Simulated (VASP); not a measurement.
Given:

```
CELL_PARAMETERS angstrom
      1.77392    -3.07251     0.00000
      1.77392     3.07251     0.00000
      0.00000     0.00000     5.44733
ATOMIC_POSITIONS crystal
  Ho 0.33333 0.66667 0.25000
  Ho 0.66667 0.33333 0.75000
```

The numbers are results of PBEsol GGA, VASP's PBE PAW potentials (set 64) (plane waves; VASP), not measurements. Settings: 480 eV cut-off, 12×12×6 Γ-centred mesh, first-order Methfessel-Paxton smearing of 0.10 eV, potentials Ho_3.

The 4f electrons are frozen in the core of the lanthanide potential, so 4f levels, which can set the real gap, and their magnetism are missing.

Each row applies one change to this cell, which was relaxed at other settings and keeps the small stress of the first row; at a fixed cut-off the stress holds a Pulay part, so it need not integrate to ΔE exactly. Stress is in GPa, positive when the cell is compressed.

```json
[
 {"change": "none", "ΔE (meV/atom)": "0.0", "σxx": "-0.10", "σyy": "-0.10", "σzz": "0.10", "largest shear component, with its sign (GPa)": "0.00", "largest force (eV/Å)": "0.000"},
 {"change": "atom 2 (Ho) moved by 0.150 Å along z", "ΔE (meV/atom)": "?", "σxx": "?", "σyy": "?", "σzz": "?", "largest shear component, with its sign (GPa)": "?", "largest force (eV/Å)": "?"},
 {"change": "isotropic strain of -1.0 %", "ΔE (meV/atom)": "3.6", "σxx": "1.26", "σyy": "1.26", "σzz": "1.58", "largest shear component, with its sign (GPa)": "0.00", "largest force (eV/Å)": "0.000"},
 {"change": "biaxial strain of +0.5 % in the yz plane", "ΔE (meV/atom)": "0.5", "σxx": "-0.33", "σyy": "-0.66", "σzz": "-0.45", "largest shear component, with its sign (GPa)": "0.00", "largest force (eV/Å)": "0.007"},
 {"change": "biaxial strain of +0.5 % in the xy plane", "ΔE (meV/atom)": "0.7", "σxx": "-0.63", "σyy": "-0.63", "σzz": "-0.17", "largest shear component, with its sign (GPa)": "0.00", "largest force (eV/Å)": "0.000"},
 {"change": "biaxial strain of -1.5 % in the xy plane", "ΔE (meV/atom)": "3.7", "σxx": "1.43", "σyy": "1.43", "σzz": "1.05", "largest shear component, with its sign (GPa)": "0.00", "largest force (eV/Å)": "0.000"}
]
```

What belongs in the gaps?

- atom 2 (Ho) moved by 0.150 Å along z, ΔE (meV/atom): 25.1
- atom 2 (Ho) moved by 0.150 Å along z, σxx: -0.32
- atom 2 (Ho) moved by 0.150 Å along z, σyy: -0.32
- atom 2 (Ho) moved by 0.150 Å along z, σzz: 1.18
- atom 2 (Ho) moved by 0.150 Å along z, largest shear component, with its sign (GPa): 0.00
- atom 2 (Ho) moved by 0.150 Å along z, largest force (eV/Å): 0.667

Failed runs are left out, and for metals the shear rows, which the mesh's noise covers.

The compound is Ho in the hcp structure.
